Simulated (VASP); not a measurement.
Input:

```
CoSi
1.0
    4.38253     0.00000     0.00000
    0.00000     4.38253     0.00000
    0.00000     0.00000     4.38253
Co Si
4 4
Cartesian
  3.74479   2.82901   1.55352
  1.55352   3.74479   2.82901
  0.63775   0.63775   0.63775
  2.82901   1.55352   3.74479
  0.68551   1.50576   2.87678
  2.87678   0.68551   1.50576
  3.69703   3.69703   3.69703
  1.50576   2.87678   0.68551
```

The numbers are results of r2SCAN meta-GGA, VASP's PBE PAW potentials (set 64) (plane waves; VASP), not measurements. Run with 400 eV cut-off, 8×8×8 Γ-centred mesh, tetrahedra with Blöchl corrections, potentials Co Si.

The cores are frozen, which limits the accuracy of field gradients.

Task: Give the principal components of the electric field gradient (V/Å²) and the asymmetry η at each nucleus.

Result: 
| atom | Vxx | Vyy | Vzz | η |
|---|---|---|---|---|
| Co1 | 2.9 | 2.9 | -5.9 | 0.00 |
| Co2 | 2.9 | 2.9 | -5.9 | 0.00 |
| Co3 | 2.9 | 2.9 | -5.9 | 0.00 |
| Co4 | 2.9 | 2.9 | -5.9 | 0.00 |
| Si5 | 12.5 | 12.5 | -25.0 | 0.00 |
| Si6 | 12.5 | 12.5 | -25.0 | 0.00 |
| Si7 | 12.5 | 12.5 | -25.0 | 0.00 |
| Si8 | 12.5 | 12.5 | -25.0 | 0.00 |

The compound is CoSi in the B20 structure. It was relaxed first. The run is not spin-polarised, so no magnetic state was tried.
